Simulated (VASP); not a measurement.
Consider the following.

```xyz
2
Lattice="0.0000 2.3029 2.3029 2.3029 0.0000 2.3029 2.3029 2.3029 0.0000" Properties=species:S:1:pos:R:3 pbc="T T T"
Hf     0.0000     0.0000     0.0000
C      2.3029     2.3029     2.3029
```

Calculation: PBEsol GGA, VASP's PBE PAW potentials (set 64) (plane waves; VASP). Run with 520 eV cut-off, Gaussian smearing of 0.050 eV, potentials Hf_pv C.

Question: Give the energies of bands 5 to 10 at the high-symmetry points, in eV from the Fermi level.

Answer: 
```
band     Γ      X      U      L      W
----  ----  -----  -----  -----  -----
5     1.02  -2.57  -3.61  -6.33  -3.09
6     1.02  -1.95  -2.74  -3.11  -2.75
7     1.02  -0.07  -1.69  -3.11  -2.75
8     1.33  -0.07   1.55   5.44   3.72
9     1.33   5.45   5.92   5.44   3.72
10    1.33   6.93   6.33   5.93   6.95
```

It has no gap at this level: it comes out as a metal or semimetal.

The compound is HfC in the rock salt structure. It was relaxed first.
